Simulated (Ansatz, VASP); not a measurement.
# Cross-check of Sc between VASP and Ansatz

Wanted: the spread between two codes on one cell, functional and k mesh. The structure shown is the end of the Ansatz relaxation below.

Main program and level: Ansatz 0.2.0; plane waves, with VASP 6.6.1 beside it; single point at PBEsol.

### 1. Set-up

The structure is hexagonal, space group P6_3/mmc (No. 194). Conventional cell: a = 3.257 Å, b = 3.257 Å, c = 5.043 Å, α = 90.00°, β = 90.00°, γ = 120.00°. Nearest to Sc lie 12 Sc at 3.15 to 3.26 Å.

### 2. Ansatz: relaxation, PBEsol

Ansatz runs on its PAW soft_1 files.

This run makes the geometry at which the two programs are then compared.

Input file input.yaml:

```yaml
crystal:
  lattice:
    - [3.2556814724, 0.0, 0.0]
    - [-1.6278407362, 2.8195028617, 0.0]
    - [0.0, 0.0, 5.046254034]
  atoms:
    - { symbol: Sc, position: [0.3333333333, 0.6666666667, 0.25] }
    - { symbol: Sc, position: [0.6666666667, 0.3333333333, 0.75] }
kpoints:
  mp_grid: { grid: [15, 15, 8] }
hamiltonian:
  xc: pbesol
  pseudopotentials: { kind: paw, azcp: { folder: soft_1 }, xc_functional: pbe }
scf:
  occupations: { method: methfessel_paxton, width: 0.2 }
output:
  forces: true
  stress: true
  eigenvalues: true
relax:
  adjacent_minimum: "off"
  f_tol: 0.001
  max_steps: 60
  cell: { stress_tol: 0.01, fix: [volume] }
```

Launch:

```sh
ansatz run input.yaml --threads 4 --pin off --max-ram 10240MiB --backend cpu --events-out ev --progress --plain --runs-dir out
```

Numbers of over 12 decimals in the logs are rounded to 6 here.

The program printed:

```text
Engine: ansatz 0.2.0, x86_64-unknown-linux-gnu
Pseudopotentials: kind: paw
Pseudopotential: Sc, paw, valence charge 11, recommended cutoff 420 eV (normal), soft_1/Sc.paw.azcp
Functional definition: PBEsol
  exchange = pbesol_x
  correlation = pbesol_c
Crystal: 2 atoms, lattice volume = 46.322 Å³
Basis set: ecut = 420 eV, 905 PW (Γ), exchange–correlation on 48×48×72 points (8 copies of the dense FFT grid, shifted against one another)
Bands: 15, of which v1, the nominal top of the filled ones, is band 11 counted from 1 (10 counted from 0)
Symmetry: 24 space group operations
Space group: P63/mmc (ITA 194), of the structure as read, at distance tolerance 3.6e-5 Å
k-points: 135 of 1800
Non-local potential: Sc, projectors of the file, l = 0: 3, l = 1: 2, l = 2: 3, l = 3: 1
PAW form: soft (Blöchl's): semilocal exchange-correlation on the pseudo side does not see the compensation charge
PAW frozen core: Sc, regenerated for the run's functional, and the local potential with it (the file was generated under x = pbe(κ = 0.804, μ = 0.219515), c = pbe(β = 0.066725))
PAW one-centre angular grid: Sc, 590 points (default); XC on 64 Gauss nodes
Initial density: superposition of atomic densities (chi_scale 0.1, normalization cell)
Initial wavefunctions: pseudopotential atomic-orbital guess
Functional: x = pbesol(κ = 0.804, μ = 0.123457), c = pbesol(β = 0.046)
SCF iter   1: F=—  HF=-4222.880629 eV  |F-HF|=—  |Δ(HF+E_count)|=         —  Δρ=2.58e-2  dr2=3.89e-1  ethr=3.10e-3  ⟨swp⟩=3.1  Hψ=7404  notcnv=0
preconditioner: auto → none  [metal: Δε(μ)=0.007 eV  Ē_g=2.766 eV  σ=0.200 eV  W_gap=0.03  n_scr=8 (ndim 8)  ℏωp=13.4 eV  f_vac=0.000  D(μ)=3.87/eV (n_scr^D=42)  sad-step TF]
SCF iter   2: F=—  HF=-4222.785333 eV  |F-HF|=—  |Δ(HF+E_count)|=   9.53e-2  S|Δr|=    0.00e0  Δρ=1.47e-2  dr2=1.36e-1  ethr=1.77e-3  ⟨swp⟩=2.0  Hψ=3540  notcnv=0  defer=1
SCF iter   3: F=—  HF=-4222.739439 eV  |F-HF|=—  |Δ(HF+E_count)|=   4.59e-2  S|Δr|=    0.00e0  Δρ=1.07e-3  dr2=3.11e-4  ethr=6.19e-4  ⟨swp⟩=3.0  Hψ=3856  notcnv=0  defer=1
SCF iter   4: F=—  HF=-4222.739742 eV  |F-HF|=—  |Δ(HF+E_count)|=   3.03e-4  S|Δr|=    0.00e0  Δρ=6.82e-5  dr2=1.09e-6  ethr=1.42e-6  ⟨swp⟩=2.7  Hψ=3447  notcnv=0  defer=1
SCF iter   5: F=—  HF=-4222.739735 eV  |F-HF|=—  |Δ(HF+E_count)|=   7.01e-6  S|Δr|=    0.00e0  Δρ=1.63e-5  dr2=1.10e-7  ethr=4.55e-10  ⟨swp⟩=5.6  Hψ=8453  notcnv=0
SCF iter   6: F=-4222.739735 eV  HF=-4222.739735 eV  |F-HF|=1.46e-11  |Δ(HF+E_count)|=   3.93e-8  S|Δr|=    0.00e0  Δρ=1.43e-6  dr2=5.60e-10  ethr=4.55e-10  ⟨swp⟩=3.3  Hψ=6002  notcnv=0
SCF 1 converged in 6 iterations: F = -4222.739735 eV  dr2 = 5.60e-10
  greatest PAW one-centre occupation: 0.998 electrons in one spin orbital (limit 2), on the Sc atom at site 1 (counted from 0), in its partial waves of l = 0
relax step   1: F+E_penalty+E_count = -4222.73973487 eV  Δ(F+E_penalty+E_count) = +0.000e0 eV  max|allowed force component| = 2.868e-16 eV/Å  Δτ_max = 0.0000 Å  P = +1.196 GPa  Ω = 46.322 Å³  fix = [volume]  reactions: volume +1.196 GPa  (6 SCF iters, dr2 threshold 1.00e-7 eV, accepted)
[...]
relax step   2: F+E_penalty+E_count = -4222.73974195 eV  Δ(F+E_penalty+E_count) = -7.086e-6 eV  max|allowed force component| = 8.327e-17 eV/Å  Δτ_max = 0.0000 Å  P = +1.194 GPa  Ω = 46.322 Å³  energy of the carried Pulay correction = -3.107e-8 eV  fix = [volume]  reactions: volume +1.194 GPa  (3 SCF iters, dr2 threshold 6.88e-9 eV, accepted)
[...]
relax step   3: F+E_penalty+E_count = -4222.73974206 eV  Δ(F+E_penalty+E_count) = -1.043e-7 eV  max|allowed force component| = 8.327e-17 eV/Å  Δτ_max = 0.0000 Å  P = +1.194 GPa  Ω = 46.322 Å³  fix = [volume]  reactions: volume +1.194 GPa  stress off target by 3.84e-3 GPa on what of the cell is left free  SCF on the basis re-selected at this cell (its energy is not comparable with the rows above)  (4 SCF iters)
basis re-selected at this cell: Δ(F+E_penalty+E_count) = -1.043e-7 eV, ΔP = +0.000 GPa vs the last step (what re-selecting the basis moved, of the pressure what is left beyond the Pulay correction that the steps carried, after the strain that the cell walked since its last selection, with what the two solves' SCF thresholds leave and, on support functions, any second-order correction that the steps lacked; it is no m [...]
SCF converged after 4 iterations
Stability not checked: this state was not tested for a lower state beside it, because cold or Methfessel-Paxton smearing, or corrected tetrahedra, fill the levels in a way that the test cannot read (fill_not_monotonic; see scf.lower_state_search)
Free energy (F): -4222.739742 eV
Harris-Foulkes:  -4222.739742 eV  (|F-HF|=9.09e-13)
Internal energy: -4222.736330 eV  (E = F + TS)
E sigma→0 (E₀):  -4222.738889 eV
Entropy (-TS):   -0.003412 eV (-1.706 meV/atom)
Fermi energy:    9.731787 eV
--- Per-component energies (eV) ---
  E_band       = -322.268132
  E_kinetic    = 414.349887
  E_local      = -1644.786436  (includes V_loc(G=0)·N_el)
  E_nonlocal   = 288.779165
  E_hartree    = 587.215292
  E_xc         = -169.396966
  E_vxc        = -209.133228  (∫ρ·V_xc dr)
  E_paw        = -1934.457097  (= ΣΔE_a)
  E_vpaw       = -345.908178  (= ΣTr[D̂ρ^β])
  E_aug_tail   = 0.000079  (compensation charges beyond the density's cutoff)
  E_ewald      = -1764.698305
  E_core_change = 0.258050  (= ΣΔE_core)
  E_smearing   = -0.003412  (= −TS)
  E_closure    = -0.000000  (closes the sum)
  Σ components = -4222.739742   (vs F -4222.739742, Δ=0.00e0)
--- Forces (eV/Å), atoms counted from 1 ---
  atom   1  Sc     0.00000000     0.00000000     0.00000000
  atom   2  Sc     0.00000000    -0.00000000    -0.00000000
  max |Σ_I F_I| component: 3.70e-17 eV/Å
--- Stress (GPa, compression-positive) ---
        1.195464       0.000000       0.000000
       -0.000000       1.195464      -0.000000
        0.000000      -0.000000       1.189704
  P = ⅓ Tr σ = 1.1935 GPa (11.935 kbar)
--- Band table (eV; the first three rows and the last of 135) ---
  k-point 0: bands = [... 7 lower, -17.7408, 4.4958, 8.0149, 10.5453, 11.3917, 11.3917, 11.7170, 11.8936]
  k-point 1: bands = [... 7 lower, -17.7627, 4.6089, 7.8874, 10.4693, 11.3278, 11.3278, 11.6387, 11.8183]
  k-point 2: bands = [... 7 lower, -17.7913, 4.9397, 7.4811, 10.3979, 11.2395, 11.2395, 11.4194, 11.6397]
  k-point 134: bands = [... 7 lower, -17.8311, 9.2895, 9.2895, 9.5735, 9.5735, 10.0551, 10.0551, 12.2738]
--- Relaxed structure (2 steps of the walk, 2 accepted, 1 SCFs on fresh bases) ---
  F+E_penalty+E_count = -4222.73974206 eV   max|allowed force component| = 8.327e-17 eV/Å   (the final SCF, on the basis selected at the relaxed cell)
  cell:  # Å, volume = 46.3216 Å³
    - [3.256630, 0, 0]
    - [-1.628315, 2.820324, 0]
    - [0, 0, 5.043315]
  atoms:
    - { symbol: Sc, position: [0.333333, 0.666667, 0.25] }
    - { symbol: Sc, position: [0.666667, 0.333333, 0.75] }
```

Reading the cycles: dr2 is the Hartree energy of the density residual (eV), the measure of convergence; HF is the Harris–Foulkes estimate of the energy, which meets the free energy F at convergence.

### 3. VASP: single point, PBEsol, pair 1

The same cell, functional, mesh and smearing now go to VASP, with its own data sets.

Lines of VASP's logs that name or quote its potential files are left out, and so is its time.

Input file INCAR:

```
SYSTEM = Sc
PREC = Accurate
ENCUT = 500
EDIFF = 1E-06
NELM = 120
ISMEAR = 1
SIGMA = 0.2
LREAL = .FALSE.
ALGO = Normal
GGA = PS
NBANDS = 17
LASPH = .TRUE.
LORBIT = 11
LWAVE = .FALSE.
LCHARG = .FALSE.
ISIF = 2
GGA_COMPAT = .FALSE.
KPAR = 2
```

Input file POSCAR:

```
Sc
1.0
    3.2566301116      0.0000000000      0.0000000000
   -1.6283150558      2.8203244073      0.0000000000
    0.0000000000      0.0000000000      5.0433145678
Sc
2
Direct
    0.3333333333      0.6666666667      0.2500000000
    0.6666666667      0.3333333333      0.7500000000
```

Input file KPOINTS:

```
Automatic mesh
0
Gamma
15 15 8
0 0 0
```

PAW data sets: Sc_sv (PBE family, release 64).

Launch:

```sh
mpirun -np 2 vasp_std
```

The program printed:

```text
[banner, memory and clock lines left out]
running    2 mpi-ranks, on    1 nodes
 distrk:  each k-point on    1 cores,    2 groups
 distr:  one band on    1 cores,    1 groups

 POSCAR found type information on POSCAR Sc
 POSCAR found :  1 types and       2 ions
|                                                                             |
|               ----> ADVICE to this user running VASP <----                  |
|                                                                             |
|     You enforced a specific xc type in the INCAR file but a different       |
|     [... a line on the potential file left out ...]
|     I HOPE YOU KNOW WHAT YOU ARE DOING!                                     |
|                                                                             |

 LDA part: xc-table for (Slater+PW92), standard interpolation
 POSCAR, INCAR and KPOINTS ok, starting setup
 FFT: planning ... GRIDC
 FFT: planning ... GRID_SOFT
 FFT: planning ... GRID
 WAVECAR not read
 entering main loop
       N       E                     dE             d eps       ncg     rms          rms(c)
DAV:   1     0.353279016128E+03    0.35328E+03   -0.10842E+04  4598   0.135E+03
DAV:   2     0.561610400192E+01   -0.34766E+03   -0.34134E+03  5710   0.573E+02
DAV:   3    -0.142826449449E+02   -0.19899E+02   -0.19302E+02  7657   0.162E+02
DAV:   4    -0.146527185009E+02   -0.37007E+00   -0.34439E+00  6650   0.186E+01
DAV:   5    -0.146574729114E+02   -0.47544E-02   -0.47373E-02  7901   0.226E+00    0.842E+00
DAV:   6    -0.133921822346E+02    0.12653E+01   -0.28241E+00  5936   0.199E+01    0.254E+00
DAV:   7    -0.132200760115E+02    0.17211E+00   -0.72957E-01  6084   0.921E+00    0.817E-01
DAV:   8    -0.132085904750E+02    0.11486E-01   -0.25987E-02  6343   0.216E+00    0.236E-01
DAV:   9    -0.132073586022E+02    0.12319E-02   -0.64004E-03  6417   0.885E-01    0.169E-02
DAV:  10    -0.132073736849E+02   -0.15083E-04   -0.85884E-05  7301   0.133E-01    0.687E-03
DAV:  11    -0.132073710344E+02    0.26505E-05   -0.20738E-06  5191   0.187E-02    0.178E-03
DAV:  12    -0.132073723546E+02   -0.13202E-05   -0.38262E-07  3731   0.113E-02    0.879E-04
DAV:  13    -0.132073721582E+02    0.19636E-06   -0.10738E-07  3304   0.599E-03
   1 F= -.13207372E+02 E0= -.13206256E+02  d E =-.334820E-02
```

OUTCAR, selected parts (step 3):

```text
ion  position               nearest neighbor table
   1  0.333  0.667  0.250-   2 3.15   2 3.15   2 3.15   2 3.15   2 3.15   2 3.15
   2  0.667  0.333  0.750-   1 3.15   1 3.15   1 3.15   1 3.15   1 3.15   1 3.15

  LATTYP: Found a hexagonal cell.
 ALAT       =     3.2566301116
 C/A-ratio  =     1.5486298397

 Subroutine GETGRP returns: Found 24 space group operations
 (whereof 12 operations were pure point group operations)

The static configuration has the point symmetry D_3d.
 The point group associated with its full space group is D_6h.

 Found    135 irreducible k-points:

   k-points           NKPTS =    135   k-points in BZ     NKDIM =    135   number of bands    NBANDS=     17

   dimension x,y,z NGX =    24 NGY =   24 NGZ =   40
   dimension x,y,z NGXF=    48 NGYF=   48 NGZF=   80

   ENCUT  =  500.0 eV  36.75 Ry    6.06 a.u.   5.94  5.94  9.20*2*pi/ulx,y,z

   NELECT =      22.0000    total number of electrons

 k-points in reciprocal lattice and weights: Automatic mesh
   0.00000000  0.00000000  0.00000000       0.001
   0.06666667 -0.00000000  0.00000000       0.003
   0.13333333  0.00000000  0.00000000       0.003
   0.20000000 -0.00000000  0.00000000       0.003
   0.26666667  0.00000000  0.00000000       0.003
   0.33333333  0.00000000  0.00000000       0.003
   0.40000000  0.00000000  0.00000000       0.003
   0.46666667  0.00000000  0.00000000       0.003
   0.06666667  0.06666667  0.00000000       0.003
[...]
0.33333333  0.26666667  0.50000000       0.007
   0.33333333  0.33333333  0.50000000       0.001

 average (electrostatic) potential at core
       1 -46.5333       2 -46.5333

 E-fermi :   3.9389

 k-point     1 :       0.0000    0.0000    0.0000
  band No.  band energies     occupation
    ...
      6     -23.5747      2.00000
      7     -23.5747      2.00000
      8     -23.5371      2.00000
      9      -1.3058      2.00000
     10       2.2177      2.00000
     11       4.7594     -0.00000
     12       5.5957     -0.00000
     13       5.5957     -0.00000
     14       5.9207     -0.00000
     15       6.0977     -0.00000
    ...

 k-point     2 :       0.0667   -0.0000    0.0000
  band No.  band energies     occupation
    ...
      6     -23.5892      2.00000
      7     -23.5763      2.00000
      8     -23.5406      2.00000
      9      -1.2033      2.00000
     10       2.3026      2.00000
     11       4.6511     -0.00001
     12       5.3977     -0.00000
     13       5.6719     -0.00000
     14       6.0227     -0.00000
     15       6.0734     -0.00000
    ...

 k-point     3 :       0.1333    0.0000    0.0000
  band No.  band energies     occupation
    ...
      6     -23.6297      2.00000
      7     -23.5811      2.00000
      8     -23.5511      2.00000
      9      -0.9029      2.00000
     10       2.5391      2.00000
     11       4.3818     -0.00752
     12       5.0377     -0.00000
     13       5.8514     -0.00000
     14       5.8958     -0.00000
     15       6.0998     -0.00000
    ...

  Total        0.3452441      0.3452441      0.3431301      0.0000000     -0.0000000      0.0000000
  in kB       11.9413453     11.9413453     11.8682258      0.0000000     -0.0000000      0.0000000
  external PRESSURE =      11.9169721 kB  Pullay stress =       0.0000000 kB

  energy-cutoff  :      500.00
  volume of cell :       46.32
      direct lattice vectors                 reciprocal lattice vectors
     3.256630112  0.000000000  0.000000000     0.307065883  0.177284570  0.000000000
    -1.628315056  2.820324407  0.000000000     0.000000000  0.354569140  0.000000000
     0.000000000  0.000000000  5.043314568     0.000000000  0.000000000  0.198282298

 POSITION                                       TOTAL-FORCE (eV/Angst)
 -----------------------------------------------------------------------------------
     -0.00000      1.88022      1.26083        -0.000000      0.000000      0.000000
      1.62832      0.94011      3.78249         0.000000      0.000000      0.000000
 -----------------------------------------------------------------------------------
    total drift:                               -0.000000      0.000000     -0.000000

  FREE ENERGIE OF THE ION-ELECTRON SYSTEM (eV)
  ---------------------------------------------------
  free  energy   TOTEN  =       -13.2073721582 eV

  energy  without entropy=      -13.2040239563  energy(sigma->0) =      -13.20625609

 total charge
# of ion       s       p       d       tot
------------------------------------------
    1        2.289   6.112   1.048   9.449
    2        2.289   6.112   1.048   9.449
--------------------------------------------------
tot          4.577  12.225   2.095  18.898

[... 3 further parts left out ...]
```

The run ends at a pressure of 1.19 GPa.

### 4. Differences

Known differences besides the potentials themselves: the cutoff is 420 eV in Ansatz and 500 eV in VASP; Ansatz makes its cores anew for this functional, VASP keeps those of its PBE data sets; Ansatz's pressure holds a Pulay correction, VASP's none. Total energies have different zeros and are not compared.

Compared:

```csv
quantity,Ansatz,VASP,difference
pressure (GPa),1.19,1.19,0.00
```

### 5. Ansatz: relaxation, PBEsol

This run makes the geometry at which the two programs are then compared. The cell compared in this pair holds 48.21 Å³, against 46.32 Å³ for the pair before.

The structure compared here is the end of the Ansatz relaxation.

input.yaml, as its differences from that of step 2:

```diff
@@ -2,5 +2,5 @@
   lattice:
-    - [3.2556814724, 0.0, 0.0]
-    - [-1.6278407362, 2.8195028617, 0.0]
-    - [0.0, 0.0, 5.046254034]
+    - [3.29938711, 0.0, 0.0]
+    - [-1.649693555, 2.8573530542, 0.0]
+    - [0.0, 0.0, 5.113997071]
   atoms:
```

Launch:

```sh
ansatz run input.yaml --threads 4 --pin off --max-ram 10240MiB --backend cpu --events-out ev --progress --plain --runs-dir out
```

The program printed:

```text
[...]
Crystal: 2 atoms, lattice volume = 48.212 Å³
Basis set: ecut = 420 eV, 953 PW (Γ), exchange–correlation on 48×48×72 points (8 copies of the dense FFT grid, shifted against one another)
Bands: 15, of which v1, the nominal top of the filled ones, is band 11 counted from 1 (10 counted from 0)
Symmetry: 24 space group operations
[...]
k-points: 135 of 1800
[...]
k-point 134: bands = [... 7 lower, -18.4188, 8.8477, 8.8477, 9.1189, 9.1189, 9.5529, 9.5529, 11.7143]
--- Relaxed structure (2 steps of the walk, 2 accepted, 1 SCFs on fresh bases) ---
[...]
cell:  # Å, volume = 48.2123 Å³
    - [3.298669, 0, 0]
    - [-1.649334, 2.856731, 0]
    - [0, 0, 5.116225]
  atoms:
    - { symbol: Sc, position: [0.333333, 0.666667, 0.25] }
    - { symbol: Sc, position: [0.666667, 0.333333, 0.750000] }
[key lines of the parts left out:]
SCF converged after 4 iterations
Free energy (F): -4222.739910 eV
Fermi energy:    9.265994 eV
P = ⅓ Tr σ = -1.0994 GPa (-10.994 kbar)
```

### 6. VASP: single point, PBEsol, pair 2

The same cell, functional, mesh and smearing now go to VASP, with its own data sets.

INCAR is that of step 3.

Input file POSCAR:

```
Sc
1.0
    3.2986686830      0.0000000000      0.0000000000
   -1.6493343415      2.8567308782      0.0000000000
    0.0000000000      0.0000000000      5.1162248993
Sc
2
Direct
    0.3333333333      0.6666666667      0.2500000000
    0.6666666667      0.3333333333      0.7500000000
```

KPOINTS is that of step 3.

Launch:

```sh
mpirun -np 2 vasp_std
```

The program printed:

```text
[banner, memory and clock lines left out]
running    2 mpi-ranks, on    1 nodes
[...]
[... a notice as in an earlier step ...]

 LDA part: xc-table for (Slater+PW92), standard interpolation
 POSCAR, INCAR and KPOINTS ok, starting setup
[...]
entering main loop
       N       E                     dE             d eps       ncg     rms          rms(c)
DAV:   1     0.356988542374E+03    0.35699E+03   -0.10850E+04  4590   0.134E+03
DAV:   2     0.597475087872E+01   -0.35101E+03   -0.34470E+03  5782   0.573E+02
DAV:   3    -0.143326836748E+02   -0.20307E+02   -0.19690E+02  7608   0.162E+02
DAV:   4    -0.147246595695E+02   -0.39198E+00   -0.37034E+00  6635   0.197E+01
[...]
DAV:  11    -0.132085867906E+02    0.23941E-05   -0.24205E-06  5106   0.191E-02    0.201E-03
DAV:  12    -0.132085880456E+02   -0.12550E-05   -0.48054E-07  4114   0.118E-02    0.921E-04
DAV:  13    -0.132085879152E+02    0.13037E-06   -0.11035E-07  3450   0.613E-03
   1 F= -.13208588E+02 E0= -.13207075E+02  d E =-.453981E-02
```

(Part 1 of 2 ends here.)

[Lines on the potential files, build, host, timing and source positions are cut from VASP's logs without a mark.]

[Logs are printed without paths, hosts, clocks, repeated set-up lines and the standing remarks that a program may print on its own settings, such as how far it seeks lower states.]

[Hosts, paths, dates, database ids (printed as entryN), source tags and the programs' standing remarks are cut or masked in the printed files.]
